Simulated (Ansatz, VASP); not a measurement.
# Mo (free-standing square Mo monolayer, spacing 2.904 A) in two plane-wave programs

Aim: how closely do two programs agree when they are given the same cell, functional and k mesh? The cell is taken from a series of runs on this material, whose earlier steps may have relaxed, scaled, displaced or heated it; both programs get it as it stands.

Main program and level: Ansatz 0.2.0; plane waves, with VASP 6.6.1 beside it; PBE.

## Step 1: Starting point

The cell holds 2 atoms: 2 Mo. Cell: a = 2.904 Å, b = 5.808 Å, c = 14.000 Å, α = 90.0°, β = 90.0°, γ = 90.0°. As first built, before any earlier steps moved the atoms or strained the cell (in the runner's words): model lattice. Vacuum lies along c.

As a file:

```cif
data_structure
_symmetry_space_group_name_H-M 'P 1'
_symmetry_Int_Tables_number 1
_cell_length_a 2.9040
_cell_length_b 5.8080
_cell_length_c 14.0000
_cell_angle_alpha 90.000
_cell_angle_beta 90.000
_cell_angle_gamma 90.000
_cell_volume 236.13
loop_
_atom_site_label
_atom_site_type_symbol
_atom_site_fract_x
_atom_site_fract_y
_atom_site_fract_z
_atom_site_occupancy
Mo1 Mo 0.00000 0.00000 0.50000 1
Mo2 Mo 0.00000 0.50000 0.50000 1
```

## Step 2: Ansatz: single point, PBE, pair 1

Ansatz runs on its default PAW (the set named soft_2) files.

A single point takes one fixed geometry, so differences don't come from the geometry; what else differs is listed under the comparison.

Contents of input.yaml:

```yaml
crystal:
  lattice:
    - [2.904, 0.0, 0.0]
    - [0.0, 5.808, 0.0]
    - [0.0, 0.0, 14.0]
  atoms:
    - { symbol: Mo, position: [0.0, 0.0, 0.5], spin: 1.0 }
    - { symbol: Mo, position: [0.0, 0.5, 0.5], spin: -1.0 }
magnetization:
  spin_polarized: true
kpoints:
  mp_grid: { grid: [8, 4, 1] }
hamiltonian:
  xc: pbe
scf:
  occupations: { method: fermi_dirac, width: 0.1 }
  max_iter: 120
  convergence: { dr2_threshold: 1.0e-08 }
output:
  write_density: true
  write_potential: true
  elf: true
  volumetric_format: npy
```

Run with:

```bash
$ ansatz run input.yaml --threads 4 --pin off --max-ram 8192MiB --backend cpu --events-out ev --progress --plain --runs-dir out
```

Numbers of over 12 decimals in the logs are rounded to 6 here.

Output:

```text
Engine: ansatz 0.2.0, aarch64-unknown-linux-gnu
Pseudopotentials: kind: paw
Pseudopotential: Mo, paw, valence charge 14, recommended cutoff 420 eV (normal), Mo.paw.azcp
Functional definition: PBE
  parameter kappa = 0.804
  parameter beta = 0.066725
  exchange = pbe_x(kappa = kappa, mu = beta*pi^2/3)
  correlation = pbe_c(beta = beta)
Crystal: 2 atoms, lattice volume = 236.130 Å³
Basis set: ecut = 420 eV, 4625 PW (Γ)
Bands: 19, of which v1, the nominal top of the filled ones, is band 14 counted from 1 (13 counted from 0)
Symmetry: 8 space group operations
Space group: Pmmm (ITA 47), of the structure as read, at distance tolerance 6.2e-5 Å
Magnetic group: BNS 47.254 (UNI 352), of the structure as read, at distance tolerance 6.2e-5 Å
k-points: 15 of 32
Non-local potential: Mo, projectors of the file, l = 0: 3, l = 1: 2, l = 2: 2, l = 3: 1
PAW form: soft (Blöchl's): semilocal exchange-correlation on the pseudo side does not see the compensation charge
PAW one-centre angular grid: Mo, 590 points (default); XC on 64 Gauss nodes
Initial density: superposition of atomic densities (neutral atoms: chi_scale 0, normalization atom)
Starting moments: Σ|m| = 2 μB on 2 of 2 sites
Starting magnetic order: antiferromagnet; a translation exchanges its spin sublattices: spin-degenerate at every k-point
Initial wavefunctions: pseudopotential atomic-orbital guess
Functional: x = pbe(κ = 0.804, μ = 0.219515), c = pbe(β = 0.066725)
SCF iter   1: F=—  HF=-9904.645644 eV  |F-HF|=—  |Δ(HF+E_count)|=         —  Δρ=1.52e-2 (↑1.52e-2 ↓1.52e-2)  dr2=2.69e0  dr2_m=3.84e-2  M=0.000 μB ∫|m|=2.177 μB  β_m=0.30  ethr=3.10e-3  ⟨swp⟩=5.4  Hψ=1301  notcnv=0
Mixer restart at iter 1: flushing history
preconditioner: auto → LDOS  [metal: Δε(μ)=0.143 eV  Ē_g=2.470 eV  σ=0.100 eV  W_gap=0.32  n_scr=22 (ndim 8)  ℏωp=8.4 eV  f_vac=0.645  D(μ)=3.76/eV (n_scr^D=16)]
spin=Collinear: LDOS preconditioning applied to the charge; magnetization (m = ρ↑ − ρ↓) channel mixes plain (no charge-response kernel on spin).
SCF iter   2: F=—  HF=-9904.268314 eV  |F-HF|=—  |Δ(HF+E_count)|=   3.77e-1  Δρ=1.07e-2 (↑1.07e-2 ↓1.07e-2)  dr2=1.08e0  dr2_m=6.76e-2  M=0.000 μB ∫|m|=2.581 μB  β_m=0.56  ethr=3.10e-3  ⟨swp⟩=2.6  Hψ=579  notcnv=0
SCF iter   3: F=—  HF=-9904.348623 eV  |F-HF|=—  |Δ(HF+E_count)|=   8.03e-2  Δρ=8.03e-3 (↑8.03e-3 ↓8.03e-3)  dr2=3.53e-2  dr2_m=1.25e-1  M=0.000 μB ∫|m|=3.669 μB  β_m=0.78  ethr=3.10e-3  ⟨swp⟩=2.8  Hψ=534  notcnv=0
SCF iter   4: F=—  HF=-9904.431668 eV  |F-HF|=—  |Δ(HF+E_count)|=   8.30e-2  Δρ=2.31e-3 (↑2.31e-3 ↓2.31e-3)  dr2=1.07e-2  dr2_m=9.22e-3  M=0.000 μB ∫|m|=4.401 μB  β_m=0.81  ethr=1.26e-4  ⟨swp⟩=2.2  Hψ=693  notcnv=0
SCF iter   5: F=—  HF=-9904.436005 eV  |F-HF|=—  |Δ(HF+E_count)|=   4.34e-3  Δρ=8.86e-4 (↑8.86e-4 ↓8.86e-4)  dr2=5.55e-4  dr2_m=1.48e-3  M=0.000 μB ∫|m|=4.655 μB  β_m=0.91  ethr=3.82e-5  ⟨swp⟩=2.0  Hψ=513  notcnv=0
SCF iter   6: F=—  HF=-9904.438590 eV  |F-HF|=—  |Δ(HF+E_count)|=   2.58e-3  Δρ=6.26e-4 (↑6.26e-4 ↓6.26e-4)  dr2=1.95e-4  dr2_m=7.90e-4  M=0.000 μB ∫|m|=4.799 μB  β_m=0.95  ethr=1.98e-6  ⟨swp⟩=2.3  Hψ=507  notcnv=0
SCF iter   7: F=—  HF=-9904.440142 eV  |F-HF|=—  |Δ(HF+E_count)|=   1.55e-3  Δρ=3.15e-4 (↑3.15e-4 ↓3.15e-4)  dr2=8.71e-5  dr2_m=2.01e-4  M=0.000 μB ∫|m|=4.997 μB  β_m=0.98  ethr=6.96e-7  ⟨swp⟩=3.3  Hψ=596  notcnv=0
SCF iter   8: F=—  HF=-9904.441175 eV  |F-HF|=—  |Δ(HF+E_count)|=   1.03e-3  Δρ=1.22e-4 (↑1.22e-4 ↓1.22e-4)  dr2=2.46e-5  dr2_m=2.40e-5  M=0.000 μB ∫|m|=5.266 μB  β_m=0.99  ethr=3.11e-7  ⟨swp⟩=3.0  Hψ=763  notcnv=0
SCF iter   9: F=—  HF=-9904.441267 eV  |F-HF|=—  |Δ(HF+E_count)|=   9.25e-5  Δρ=3.07e-5 (↑3.07e-5 ↓3.07e-5)  dr2=2.35e-6  dr2_m=1.12e-6  M=0.000 μB ∫|m|=5.318 μB  β_m=0.99  ethr=8.79e-8  ⟨swp⟩=3.1  Hψ=632  notcnv=0
SCF iter  10: F=—  HF=-9904.441270 eV  |F-HF|=—  |Δ(HF+E_count)|=   2.97e-6  Δρ=1.13e-5 (↑1.13e-5 ↓1.13e-5)  dr2=2.44e-7  dr2_m=2.00e-7  M=0.000 μB ∫|m|=5.324 μB  β_m=0.98  ethr=8.39e-9  ⟨swp⟩=2.0  Hψ=519  notcnv=0
SCF iter  11: F=—  HF=-9904.441271 eV  |F-HF|=—  |Δ(HF+E_count)|=   1.01e-6  Δρ=4.70e-6 (↑4.70e-6 ↓4.70e-6)  dr2=2.43e-8  dr2_m=4.18e-8  M=0.000 μB ∫|m|=5.332 μB  β_m=0.99  ethr=8.72e-10  ⟨swp⟩=3.2  Hψ=646  notcnv=0
SCF iter  12: F=—  HF=-9904.441271 eV  |F-HF|=—  |Δ(HF+E_count)|=   6.46e-7  Δρ=1.30e-6 (↑1.30e-6 ↓1.30e-6)  dr2=4.88e-9  dr2_m=2.29e-9  M=0.000 μB ∫|m|=5.336 μB  β_m=1.00  ethr=8.67e-11  ⟨swp⟩=3.0  Hψ=719  notcnv=0
SCF iter  13: F=-9904.441269 eV  HF=-9904.441269 eV  |F-HF|=2.44e-10  |Δ(HF+E_count)|=   1.15e-6  Δρ=3.38e-7 (↑3.38e-7 ↓3.37e-7)  dr2=3.25e-10  dr2_m=7.23e-11  M=0.000 μB ∫|m|=5.336 μB  ethr=1.74e-11  ⟨swp⟩=2.0  Hψ=1062  notcnv=0
SCF 1 converged in 13 iterations: F = -9904.441269 eV  dr2 = 3.25e-10
  greatest PAW one-centre occupation: 0.999 electrons in one spin orbital (limit 2), on the Mo atom at site 1 (counted from 0), in its partial waves of l = 0
WARN: The output density's exchange-correlation potential varies sharply where the density is thin. Do not read a vacuum level from v_tot or v_xc, or from such a field of the output density. On a cell that repeats whose density bears no net charge and no dipole along the vacuum's axis use v_es (v_loc + v_h of the components); under efield.dipole_correction with no amplitude use v_es + v_field, which holds any externa [...]
SCF converged after 13 iterations
Magnetization: 0.0000 μB (14.0000 up, 14.0000 down)
Absolute magnetization: 5.3360 μB (∫|ρ↑−ρ↓|, with the PAW one-centre terms)
Spin contamination: 2.0683 ħ² per cell (⟨S²⟩ above its minimum at these occupations)
Per-site moments (μB) at R_I (Å): [(2.042745, 1.1979), (-2.042745, 1.1979)]
Free energy (F): -9904.441269 eV
Harris-Foulkes:  -9904.441269 eV  (|F-HF|=2.44e-10)
Internal energy: -9904.307052 eV  (E = F + TS)
E sigma→0 (E₀):  -9904.374161 eV
Entropy (-TS):   -0.134218 eV (-67.109 meV/atom)
Fermi energy:    -1.127381 eV
--- Per-component energies (eV) ---
  E_band       = -706.529013
  E_kinetic    = 868.797606
  E_local      = -9707.538045  (includes V_loc(G=0)·N_el)
  E_nonlocal   = 293.201428
  E_hartree    = 4286.996645
  E_xc         = -357.131230
  E_vxc        = -444.498077  (∫ρ·V_xc dr)
  E_paw        = -6404.550491  (= ΣΔE_a)
  E_vpaw       = -290.486286  (= ΣTr[D̂ρ^β])
  E_aug_tail   = 0.000088  (compensation charges beyond the density's cutoff)
  E_ewald      = 1115.916950
  E_smearing   = -0.134218  (= −TS)
  E_closure    = -0.000003  (closes the sum)
  Σ components = -9904.441269   (vs F -9904.441269, Δ=0.00e0)
--- Band table (eV; the first three rows and the last of 30) ---
  k-point 0 ↑: bands = [... 10 lower, -2.7505, -2.7356, -2.2785, -0.4405, -0.2306, -0.0032, 0.1547, 0.5801, ... 1 higher]
  k-point 1 ↑: bands = [... 10 lower, -2.7720, -2.5525, -2.2724, -0.5213, -0.4581, -0.2798, -0.2261, 0.1040, ... 1 higher]
  k-point 2 ↑: bands = [... 10 lower, -2.5401, -2.2914, -2.1861, -1.6470, -0.9947, -0.2216, -0.0689, -0.0645, ... 1 higher]
  k-point 14 ↓: bands = [... 10 lower, -2.1914, -1.5923, -1.5341, -1.3594, -1.0310, -0.2828, 0.2470, 1.0410, ... 1 higher]
```

## Step 3: VASP: single point, PBE, pair 1

The same cell, functional, mesh and smearing now go to VASP, with its own data sets.

Lines of VASP's logs that name or quote its potential files are left out, and so is its time.

Contents of INCAR:

```
SYSTEM = Mo
PREC = Accurate
ENCUT = 400
EDIFF = 1E-06
NELM = 200
ISMEAR = -1
SIGMA = 0.1
LREAL = .FALSE.
ALGO = Normal
GGA = PE
NBANDS = 21
ISPIN = 2
MAGMOM = 2.04 -2.04
LASPH = .TRUE.
LMAXMIX = 4
LORBIT = 11
LWAVE = .FALSE.
LCHARG = .FALSE.
ISIF = 2
GGA_COMPAT = .FALSE.
```

Contents of POSCAR:

```
Mo
1.0
    2.9040000000      0.0000000000      0.0000000000
    0.0000000000      5.8080000000      0.0000000000
    0.0000000000      0.0000000000     14.0000000000
Mo
2
Direct
    0.0000000000      0.0000000000      0.5000000000
    0.0000000000      0.5000000000      0.5000000000
```

Contents of KPOINTS:

```
Automatic mesh
0
Gamma
8 4 1
0 0 0
```

The projector-augmented-wave data sets are Mo_sv (PBE family, release 64).

Run with:

```bash
$ mpirun -np 1 vasp_std
```

Output:

```text
[banner, memory and clock lines left out]
running    1 mpi-ranks, on    1 nodes
 distrk:  each k-point on    1 cores,    1 groups
 distr:  one band on    1 cores,    1 groups

 POSCAR found type information on POSCAR Mo
 POSCAR found :  1 types and       2 ions
 LDA part: xc-table for (Slater+PW92), standard interpolation
 POSCAR, INCAR and KPOINTS ok, starting setup
 FFT: planning ... GRIDC
 FFT: planning ... GRID_SOFT
 FFT: planning ... GRID
 WAVECAR not read
 entering main loop
       N       E                     dE             d eps       ncg     rms          rms(c)
DAV:   1     0.144075348401E+03    0.14408E+03   -0.14633E+04  1833   0.837E+02
DAV:   2    -0.730001118904E+01   -0.15138E+03   -0.14792E+03  1755   0.235E+02
DAV:   3    -0.143527504449E+02   -0.70527E+01   -0.64685E+01  1569   0.397E+01
DAV:   4    -0.145554139787E+02   -0.20266E+00   -0.19460E+00  1586   0.529E+00
DAV:   5    -0.145601472862E+02   -0.47333E-02   -0.46880E-02  1519   0.707E-01    0.906E+00
DAV:   6    -0.141968963442E+02    0.36325E+00   -0.31914E+00  1390   0.107E+01    0.418E+00
DAV:   7    -0.142730105122E+02   -0.76114E-01   -0.28220E-01  1389   0.319E+00    0.154E+00
DAV:   8    -0.142843395789E+02   -0.11329E-01   -0.85185E-02  1454   0.109E+00    0.100E+00
DAV:   9    -0.142924874434E+02   -0.81479E-02   -0.38254E-02  1539   0.819E-01    0.638E-01
DAV:  10    -0.143008069205E+02   -0.83195E-02   -0.31356E-02  1525   0.740E-01    0.287E-01
DAV:  11    -0.143027758569E+02   -0.19689E-02   -0.10212E-02  1440   0.403E-01    0.194E-01
DAV:  12    -0.143035090026E+02   -0.73315E-03   -0.61163E-03  1483   0.288E-01    0.111E-01
DAV:  13    -0.143042409319E+02   -0.73193E-03   -0.51152E-03  1415   0.262E-01    0.694E-02
DAV:  14    -0.143046437209E+02   -0.40279E-03   -0.13813E-03  1426   0.156E-01    0.512E-02
[...]
DAV:  20    -0.143061758525E+02   -0.11133E-03   -0.89476E-05  1479   0.413E-02    0.681E-03
DAV:  21    -0.143062302241E+02   -0.54372E-04   -0.12623E-04  1479   0.473E-02    0.433E-03
DAV:  22    -0.143062378304E+02   -0.76063E-05   -0.17623E-05  1115   0.297E-02    0.347E-03
DAV:  23    -0.143062419173E+02   -0.40868E-05   -0.54326E-05  1369   0.347E-02    0.199E-03
DAV:  24    -0.143062449806E+02   -0.30634E-05   -0.10401E-05  1148   0.165E-02    0.110E-03
DAV:  25    -0.143062473021E+02   -0.23215E-05   -0.23598E-06  1088   0.774E-03    0.583E-04
DAV:  26    -0.143062488515E+02   -0.15494E-05   -0.14392E-07   873   0.326E-03    0.247E-04
DAV:  27    -0.143062495309E+02   -0.67945E-06   -0.10453E-07   878   0.161E-03
   1 F= -.14306250E+02 E0= -.14237816E+02  d E =-.136867E+00  mag=     0.0000
```

[end of part 1 of 2]

[Lines on the potential files, build, host, timing and source positions are cut from VASP's logs without a mark.]

[Logs are printed without paths, hosts, clocks, repeated set-up lines and the standing remarks that a program may print on its own settings, such as how far it seeks lower states.]

[Hosts, paths, dates, database ids (printed as entryN), source tags and the programs' standing remarks are cut or masked in the printed files.]
